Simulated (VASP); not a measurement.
A cell of Fe (bcc) near equilibrium:

```xyz
1
Lattice="-1.3915 1.3915 1.3915 1.3915 -1.3915 1.3915 1.3915 1.3915 -1.3915" Properties=species:S:1:pos:R:3 pbc="T T T"
Fe     0.0000     0.0000     0.0000
```
Starting moments (μB, in the order of the record's atoms Fe): 2.1.

All values below come from PBEsol GGA, VASP's PBE PAW potentials (set 64) (plane waves; VASP 6.6.1).

| run | ΔE (meV/atom) | σxx | σyy | σzz | largest shear component, with its sign (GPa) | largest force (eV/Å) | moment (μB) |
|---|---|---|---|---|---|---|---|
| as it is | 0.0 | 0.53 | 0.53 | 0.53 | 0.00 | 0.000 | 2.09 |
| after one change | 83.7 | -19.10 | -19.10 | -19.10 | 0.00 | 0.000 | 2.29 |
Stress is in GPa, positive when the cell is compressed.

Question: Name the change that produced these shifts.
A) uniaxial strain of -1.0 % along x
B) isotropic strain of +4.0 %
C) biaxial strain of -0.5 % in the xy plane
D) uniaxial strain of -3.0 % along z

Answer: B, isotropic strain of +4.0 %

The compound is Fe in the bcc structure. The spin order is the one that the start imposed; others were not tried in this run.
